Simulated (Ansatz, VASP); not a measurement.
# Cross-check of Ti (free-standing square Ti monolayer, spacing 2.904 A) between VASP and Ansatz

Aim: how closely do two programs agree when they are given the same cell, functional and k mesh? The cell is taken from a series of runs on this material, whose earlier steps may have relaxed, scaled, displaced or heated it; both programs get it as it stands.

Program: Ansatz 0.2.0. Level of theory: plane waves, with VASP 6.6.1 beside it; LDA. Results are calculated unless marked as measured.

## Step 1: Starting point

The cell holds 1 atom: 1 Ti. Cell: a = 2.904 Å, b = 2.904 Å, c = 14.000 Å, α = 90.0°, β = 90.0°, γ = 90.0°. As first built, before any earlier steps moved the atoms or strained the cell (in the runner's words): model lattice. Vacuum lies along c.

## Step 2: Ansatz: single point, LDA, pair 1

Ansatz runs on its PAW soft_1 files.

A single point takes one fixed geometry, so differences don't come from the geometry; what else differs is listed under the comparison.

File input.yaml:

```yaml
crystal:
  lattice:
    - [2.904, 0.0, 0.0]
    - [0.0, 2.904, 0.0]
    - [0.0, 0.0, 14.0]
  atoms:
    - { symbol: Ti, position: [0.0, 0.0, 0.5], spin: 1.0 }
magnetization:
  spin_polarized: true
kpoints:
  mp_grid: { grid: [7, 7, 1] }
hamiltonian:
  xc: lda
  pseudopotentials: { kind: paw, azcp: { folder: soft_1 }, xc_functional: pbe }
scf:
  occupations: { method: fermi_dirac, width: 0.1 }
  max_iter: 120
  convergence: { dr2_threshold: 1.0e-08 }
  lower_state_search: "off"
```

Command:

```
$ ansatz run input.yaml --threads 4 --pin off --max-ram 8192MiB --backend cpu --events-out ev --progress --plain --runs-dir out
```

Numbers of over 12 decimals in the logs are rounded to 6 here.

Output:

```text
Engine: ansatz 0.2.0, aarch64-unknown-linux-gnu
Pseudopotentials: kind: paw
Pseudopotential: Ti, paw, valence charge 12, recommended cutoff 420 eV (normal), soft_1/Ti.paw.azcp
Functional definition: SPW92
  exchange = slater_x
  correlation = pw_c
Crystal: 1 atoms, lattice volume = 118.065 Å³
Basis set: ecut = 420 eV, 2291 PW (Γ)
Bands: 11, of which v1, the nominal top of the filled ones, is band 6 counted from 1 (5 counted from 0)
Symmetry: 16 space group operations
Space group: P4/mmm (ITA 123), of the structure as read, at distance tolerance 4.9e-5 Å
Magnetic group: BNS 123.339 (UNI 999), of the structure as read, at distance tolerance 4.9e-5 Å
k-points: 10 of 49
Non-local potential: Ti, projectors of the file, l = 0: 3, l = 1: 2, l = 2: 3, l = 3: 1
PAW form: soft (Blöchl's): semilocal exchange-correlation on the pseudo side does not see the compensation charge
PAW frozen core: Ti, regenerated for the run's functional, and the local potential with it (the file was generated under x = pbe(κ = 0.804, μ = 0.219515), c = pbe(β = 0.066725))
PAW one-centre angular grid: Ti, 590 points (default); XC on 64 Gauss nodes
Initial density: superposition of atomic densities (neutral atoms: chi_scale 0, normalization atom)
Starting moments: Σ|m| = 1 μB on 1 of 1 site
Initial wavefunctions: pseudopotential atomic-orbital guess
Functional: x = slater, c = lda
SCF iter   1: F=—  HF=-2447.946372 eV  |F-HF|=—  |Δ(HF+E_count)|=         —  Δρ=1.67e-2 (↑1.53e-2 ↓1.67e-2)  dr2=1.74e0  dr2_m=9.66e-2  M=0.961 μB ∫|m|=0.961 μB  β_m=0.30  ethr=3.10e-3  ⟨swp⟩=5.5  Hψ=1321  notcnv=0
preconditioner: auto → LDOS  [metal: Δε(μ)=0.109 eV  Ē_g=3.070 eV  σ=0.100 eV  W_gap=0.26  n_scr=8 (ndim 8)  ℏωp=6.8 eV  f_vac=0.619  D(μ)=2.79/eV (n_scr^D=8)]
spin=Collinear: LDOS preconditioning applied to the charge; magnetization (m = ρ↑ − ρ↓) channel mixes plain (no charge-response kernel on spin).
SCF iter   2: F=—  HF=-2447.656222 eV  |F-HF|=—  |Δ(HF+E_count)|=   2.90e-1  Δρ=9.47e-3 (↑9.47e-3 ↓9.20e-3)  dr2=8.24e-1  dr2_m=3.22e-2  M=1.094 μB ∫|m|=1.094 μB  β_m=1.00  ethr=3.10e-3  ⟨swp⟩=1.8  Hψ=417  notcnv=0
SCF iter   3: F=—  HF=-2447.460928 eV  |F-HF|=—  |Δ(HF+E_count)|=   1.95e-1  Δρ=6.33e-3 (↑6.33e-3 ↓4.75e-3)  dr2=6.21e-2  dr2_m=9.51e-3  M=1.298 μB ∫|m|=1.299 μB  β_m=1.00  ethr=3.10e-3  ⟨swp⟩=2.0  Hψ=360  notcnv=0
SCF iter   4: F=—  HF=-2447.476357 eV  |F-HF|=—  |Δ(HF+E_count)|=   1.54e-2  Δρ=3.48e-3 (↑3.48e-3 ↓2.40e-3)  dr2=5.42e-2  dr2_m=4.20e-3  M=1.436 μB ∫|m|=1.437 μB  β_m=1.00  ethr=5.17e-4  ⟨swp⟩=2.6  Hψ=439  notcnv=0
SCF iter   5: F=—  HF=-2447.467603 eV  |F-HF|=—  |Δ(HF+E_count)|=   8.75e-3  Δρ=1.90e-3 (↑1.90e-3 ↓1.90e-3)  dr2=1.63e-3  dr2_m=2.98e-3  M=1.561 μB ∫|m|=1.561 μB  β_m=1.00  ethr=4.52e-4  ⟨swp⟩=1.9  Hψ=341  notcnv=0
SCF iter   6: F=—  HF=-2447.471902 eV  |F-HF|=—  |Δ(HF+E_count)|=   4.30e-3  Δρ=1.42e-3 (↑1.42e-3 ↓1.37e-3)  dr2=8.66e-4  dr2_m=1.88e-3  M=1.643 μB ∫|m|=1.643 μB  β_m=1.00  ethr=1.36e-5  ⟨swp⟩=2.4  Hψ=321  notcnv=0
SCF iter   7: F=—  HF=-2447.474230 eV  |F-HF|=—  |Δ(HF+E_count)|=   2.33e-3  Δρ=1.06e-3 (↑1.06e-3 ↓1.00e-3)  dr2=1.37e-4  dr2_m=1.10e-3  M=1.706 μB ∫|m|=1.706 μB  β_m=0.30  ethr=7.22e-6  ⟨swp⟩=1.6  Hψ=249  notcnv=0
Mixer restart at iter 7: flushing history
spin-set hold released at iteration 7 (site moments contracting): the magnetisation degrees of freedom join the quasi-Newton model from the next iteration; the mixer history was flushed
SCF iter   8: F=—  HF=-2447.476429 eV  |F-HF|=—  |Δ(HF+E_count)|=   2.20e-3  Δρ=1.15e-3 (↑1.15e-3 ↓1.06e-3)  dr2=1.12e-4  dr2_m=1.28e-3  M=1.728 μB ∫|m|=1.728 μB  β_m=0.41  ethr=1.14e-6  ⟨swp⟩=1.6  Hψ=275  notcnv=0
SCF iter   9: F=—  HF=-2447.480186 eV  |F-HF|=—  |Δ(HF+E_count)|=   3.76e-3  Δρ=9.93e-4 (↑9.93e-4 ↓9.12e-4)  dr2=8.22e-5  dr2_m=9.57e-4  M=1.806 μB ∫|m|=1.807 μB  β_m=0.81  ethr=9.34e-7  ⟨swp⟩=2.0  Hψ=360  notcnv=0
SCF iter  10: F=—  HF=-2447.481881 eV  |F-HF|=—  |Δ(HF+E_count)|=   1.69e-3  Δρ=2.64e-4 (↑2.64e-4 ↓2.03e-4)  dr2=1.03e-4  dr2_m=3.27e-5  M=1.918 μB ∫|m|=1.919 μB  β_m=0.75  ethr=6.85e-7  ⟨swp⟩=2.0  Hψ=365  notcnv=0
SCF iter  11: F=—  HF=-2447.481871 eV  |F-HF|=—  |Δ(HF+E_count)|=   1.03e-5  Δρ=1.14e-4 (↑1.14e-4 ↓1.10e-4)  dr2=5.52e-6  dr2_m=1.05e-5  M=1.935 μB ∫|m|=1.935 μB  β_m=0.78  ethr=6.85e-7  ⟨swp⟩=2.1  Hψ=345  notcnv=0
SCF iter  12: F=—  HF=-2447.481885 eV  |F-HF|=—  |Δ(HF+E_count)|=   1.39e-5  Δρ=3.12e-5 (↑2.12e-5 ↓3.12e-5)  dr2=1.54e-6  dr2_m=2.67e-7  M=1.928 μB ∫|m|=1.928 μB  β_m=0.89  ethr=4.60e-8  ⟨swp⟩=2.5  Hψ=374  notcnv=0
SCF iter  13: F=—  HF=-2447.481886 eV  |F-HF|=—  |Δ(HF+E_count)|=   1.29e-6  Δρ=9.26e-6 (↑6.60e-6 ↓9.26e-6)  dr2=1.39e-7  dr2_m=2.65e-8  M=1.929 μB ∫|m|=1.929 μB  β_m=0.94  ethr=1.29e-8  ⟨swp⟩=1.9  Hψ=263  notcnv=0
iter 14 did not close the SCF: its close was put off for the exchange–correlation potential of the local minority spin (scf_convergence_deferred on its scf_iter line)
SCF iter  14: F=-2447.481886 eV  HF=-2447.481886 eV  |F-HF|=4.44e-9  |Δ(HF+E_count)|=   9.70e-8  Δρ=1.54e-6 (↑1.37e-6 ↓1.54e-6)  dr2=3.79e-9  dr2_m=7.51e-10  M=1.929 μB ∫|m|=1.929 μB  β_m=0.97  ethr=8.33e-11  ⟨swp⟩=1.2  Hψ=601  notcnv=0
iter 15 met the thresholds in force, and the SCF goes on: an eigenvalue changes by 2.85 meV, over its tolerance of 1.00 meV (output.eigenvalues, Limitations)
SCF iter  15: F=-2447.481886 eV  HF=-2447.481886 eV  |F-HF|=6.12e-10  |Δ(HF+E_count)|=   9.75e-8  Δρ=7.57e-7 (↑7.57e-7 ↓2.84e-7)  dr2=7.29e-10  dr2_m=1.69e-10  M=1.929 μB ∫|m|=1.929 μB  β_m=0.88  ethr=3.16e-11  ⟨swp⟩=1.0  Hψ=689  notcnv=0
SCF iter  16: F=-2447.481886 eV  HF=-2447.481886 eV  |F-HF|=4.55e-13  |Δ(HF+E_count)|=  2.73e-12  Δρ=8.50e-8 (↑8.50e-8 ↓6.08e-8)  dr2=1.08e-11  dr2_m=3.41e-12  M=1.929 μB ∫|m|=1.929 μB  ethr=6.07e-12  ⟨swp⟩=1.0  Hψ=702  notcnv=0
SCF 1 converged in 16 iterations: F = -2447.481886 eV  dr2 = 1.08e-11
  greatest PAW one-centre occupation: 0.998 electrons in one spin orbital (limit 2), on the Ti atom at site 0 (counted from 0), in its partial waves of l = 0
SCF converged after 16 iterations
an eigenvalue changed by more than its tolerance at an iteration that met the thresholds in force, so the SCF went on 1 time: the last check found none over its tolerance
Magnetization: 1.9291 μB (6.9645 up, 5.0355 down)
Absolute magnetization: 1.9291 μB (∫|ρ↑−ρ↓|, with the PAW one-centre terms)
Spin contamination: 0.0013 ħ² per cell (⟨S²⟩ above its minimum at these occupations)
Per-site moments (μB) at R_I (Å): [(1.352455, 1.1979)]
Free energy (F): -2447.481886 eV
Harris-Foulkes:  -2447.481886 eV  (|F-HF|=4.55e-13)
Internal energy: -2447.396046 eV  (E = F + TS)
E sigma→0 (E₀):  -2447.438966 eV
Entropy (-TS):   -0.085840 eV (-85.840 meV/atom)
Fermi energy:    -1.447907 eV
--- Per-component energies (eV) ---
  E_band       = -332.937645
  E_kinetic    = 277.444850
  E_local      = -3830.663495  (includes V_loc(G=0)·N_el)
  E_nonlocal   = 66.784669
  E_hartree    = 1734.626020
  E_xc         = -111.271772
  E_vxc        = -140.040213  (∫ρ·V_xc dr)
  E_paw        = -994.570860  (= ΣΔE_a)
  E_vpaw       = -175.715316  (= ΣTr[D̂ρ^β])
  E_aug_tail   = -0.000084  (compensation charges beyond the density's cutoff)
  E_ewald      = 409.928675
  E_core_change = 0.325951  (= ΣΔE_core)
  E_smearing   = -0.085840  (= −TS)
  E_closure    = -0.000000  (closes the sum)
  Σ components = -2447.481886   (vs F -2447.481886, Δ=0.00e0)
```

## Step 3: VASP: single point, LDA, pair 1

The same cell, functional (in two slightly different forms), mesh and smearing now go to VASP, with its own data sets.

Lines of VASP's logs that name or quote its potential files are left out, and so is its time.

File INCAR:

```
SYSTEM = Ti
PREC = Accurate
ENCUT = 400
EDIFF = 1E-06
NELM = 200
ISMEAR = -1
SIGMA = 0.1
LREAL = .FALSE.
ALGO = Normal
GGA = PW92
NBANDS = 13
ISPIN = 2
MAGMOM = 1.35
LASPH = .TRUE.
LMAXMIX = 4
LORBIT = 11
LWAVE = .FALSE.
LCHARG = .FALSE.
ISIF = 2
GGA_COMPAT = .FALSE.
```

File POSCAR:

```
Ti
1.0
    2.9040000000      0.0000000000      0.0000000000
    0.0000000000      2.9040000000      0.0000000000
    0.0000000000      0.0000000000     14.0000000000
Ti
1
Direct
    0.0000000000      0.0000000000      0.5000000000
```

File KPOINTS:

```
Automatic mesh
0
Gamma
7 7 1
0 0 0
```

The projector-augmented-wave data sets are Ti_sv (LDA family, release 64).

Command:

```
$ mpirun -np 1 vasp_std
```

Output:

```text
[banner, memory and clock lines left out]
running    1 mpi-ranks, on    1 nodes
 distrk:  each k-point on    1 cores,    1 groups
 distr:  one band on    1 cores,    1 groups

 POSCAR found type information on POSCAR Ti
 POSCAR found :  1 types and       1 ions
|                                                                             |
|               ----> ADVICE to this user running VASP <----                  |
|                                                                             |
|     You enforced a specific xc type in the INCAR file but a different       |
|     [... a line on the potential file left out ...]
|     I HOPE YOU KNOW WHAT YOU ARE DOING!                                     |
|                                                                             |

 LDA part: xc-table for (Slater(with rela. corr.)+PW92), standard interpolation
 POSCAR, INCAR and KPOINTS ok, starting setup
 FFT: planning ... GRIDC
 FFT: planning ... GRID_SOFT
 FFT: planning ... GRID
 WAVECAR not read
 entering main loop
       N       E                     dE             d eps       ncg     rms          rms(c)
DAV:   1     0.502820409101E+02    0.50282E+02   -0.59441E+03   656   0.582E+02
DAV:   2     0.157194084650E+01   -0.48710E+02   -0.46800E+02   647   0.173E+02
DAV:   3    -0.604016873784E+01   -0.76121E+01   -0.74090E+01   913   0.506E+01
DAV:   4    -0.645524968234E+01   -0.41508E+00   -0.41463E+00   620   0.111E+01
DAV:   5    -0.646912721934E+01   -0.13878E-01   -0.13876E-01   734   0.177E+00    0.679E+00
DAV:   6    -0.576377565045E+01    0.70535E+00   -0.38237E+00   560   0.166E+01    0.345E+00
DAV:   7    -0.573576614177E+01    0.28010E-01   -0.23027E-01   525   0.410E+00    0.140E+00
DAV:   8    -0.570683765144E+01    0.28928E-01   -0.88222E-02   616   0.155E+00    0.780E-01
DAV:   9    -0.570397376443E+01    0.28639E-02   -0.69530E-03   621   0.605E-01    0.423E-01
DAV:  10    -0.570593679684E+01   -0.19630E-02   -0.22833E-03   617   0.422E-01    0.265E-01
DAV:  11    -0.570791153145E+01   -0.19747E-02   -0.69659E-04   603   0.186E-01    0.206E-01
DAV:  12    -0.571207619429E+01   -0.41647E-02   -0.46055E-04   585   0.108E-01    0.201E-01
DAV:  13    -0.571593977831E+01   -0.38636E-02   -0.73175E-04   545   0.189E-01    0.942E-02
DAV:  14    -0.571699058867E+01   -0.10508E-02   -0.30129E-04   535   0.110E-01    0.652E-02
DAV:  15    -0.571746249004E+01   -0.47190E-03   -0.16407E-04   618   0.811E-02    0.331E-02
DAV:  16    -0.571774019742E+01   -0.27771E-03   -0.77911E-05   651   0.345E-02    0.172E-02
DAV:  17    -0.571801222194E+01   -0.27202E-03   -0.46366E-05   623   0.282E-02    0.886E-03
DAV:  18    -0.571821464025E+01   -0.20242E-03   -0.38332E-05   580   0.143E-02    0.548E-03
DAV:  19    -0.571828158103E+01   -0.66941E-04   -0.14537E-05   595   0.115E-02    0.378E-03
DAV:  20    -0.571829630336E+01   -0.14722E-04   -0.24620E-06   528   0.576E-03    0.232E-03
DAV:  21    -0.571830509377E+01   -0.87904E-05   -0.15650E-06   545   0.448E-03    0.125E-03
DAV:  22    -0.571831164264E+01   -0.65489E-05   -0.14640E-06   598   0.285E-03    0.791E-04
DAV:  23    -0.571831448041E+01   -0.28378E-05   -0.66988E-07   585   0.191E-03    0.936E-04
DAV:  24    -0.571831529518E+01   -0.81477E-06   -0.11129E-07   500   0.150E-03
   1 F= -.57183153E+01 E0= -.56750197E+01  d E =-.865912E-01  mag=     1.9493
```

(Part 1 of 2 ends here.)

[Lines on the potential files, build, host, timing and source positions are cut from VASP's logs without a mark.]

[Logs are printed without paths, hosts, clocks, repeated set-up lines and the standing remarks that a program may print on its own settings, such as how far it seeks lower states.]

[Hosts, paths, dates, database ids (printed as entryN), source tags and the programs' standing remarks are cut or masked in the printed files.]
